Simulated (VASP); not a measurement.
Input:

```xyz
2
Lattice="2.9900 0.0000 0.0000 0.0000 2.9900 0.0000 0.0000 0.0000 2.9900" Properties=species:S:1:pos:R:3 pbc="T T T"
Al     1.4950     1.4950     1.4950
Ru     0.0000     0.0000     0.0000
```

All values below come from PBE GGA with D4 dispersion, VASP's PBE PAW potentials (set 64) (plane waves; VASP 6.6.1). Numerical set-up: 520 eV cut-off, 11×11×11 Γ-centred mesh, first-order Methfessel-Paxton smearing of 0.10 eV, potentials Al Ru_pv.

Q: The ions, cell shape and volume are relaxed. Give the cell that the relaxation ends in.

A: 
```xyz
2
Lattice="2.9780 0.0000 0.0000 0.0000 2.9780 0.0000 0.0000 0.0000 2.9780" Properties=species:S:1:pos:R:3 pbc="T T T"
Al     1.4890     1.4890     1.4890
Ru     0.0000     0.0000     0.0000
```
Space group Pm-3m (221), at a tolerance of 0.03 Å.

Q: How do energy and volume change from the first to the last step?

A: The energy (σ→0) changes by -1.3 meV/atom and the volume by -1.2 %, in 3 ionic steps.

| step | E(σ→0) (eV) | max force (eV/Å) | pressure (GPa) | volume (Å³) |
|---|---|---|---|---|
| 1 | -15.1955 | 0.000 | -2.55 | 26.73 |
| 2 | -15.1916 | 0.000 | 4.28 | 25.92 |
| 3 | -15.1981 | 0.000 | -0.01 | 26.41 |

The compound is RuAl in the CsCl type structure. This run relaxes it. Symmetry was kept, so distortions that lower it aren't found. The electron count is odd and the run is not spin-polarised, which forces a metal.
